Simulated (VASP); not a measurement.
A run of VASP 6.6.1:

File INCAR:

```
  PREC = Accurate
  ENCUT = 520
  EDIFF = 1E-6
  ISMEAR = 1
  SIGMA = 0.2
  LREAL = F
  LASPH = T
  NELM = 100
  ALGO = Fast
  ISIF = 2
  LWAVE = F
  LCHARG = F
  GGA = RP
  IBRION = 2
  NSW = 40
  EDIFFG = -0.01
```

File KPOINTS:

```
Automatic mesh
0
Gamma
  5 5 5
```

File POSCAR:

```
Al4Cd
1.0
    5.5211519800      0.0000000000      0.0000000000
    0.0000000000      5.5211519800      0.0000000000
    0.0000000000      0.0000000000      5.6078837500
Al Cd
4 1
Direct
    0.0000000000      0.5000000000      0.1714650700
    0.5000000000      0.0000000000      0.1714650700
    0.0000000000      0.5000000000      0.8285349300
    0.5000000000      0.0000000000      0.8285349300
    0.0000000000      0.0000000000      0.0000000000
```

Potentials or basis: VASP PAW PBE potentials, release 64 (Al, Cd).

The run is started by

```console
$ cat potpaw_PBE.64/Al/POTCAR potpaw_PBE.64/Cd/POTCAR > POTCAR
$ mpirun -np 1 vasp_std > vasp.out
```

Hardware: 1 thread of Intel(R) Xeon(R) Platinum 8488C (Sapphire Rapids) (shared host).

**Question.** How long does it take, and how much memory?

**Answer.** Wall time 2.6 min on 1 thread of Intel(R) Xeon(R) Platinum 8488C (Sapphire Rapids), with other jobs on the host, peak memory 0.28 GiB. Counts: scf iterations 48, k points 18, ion steps 4.
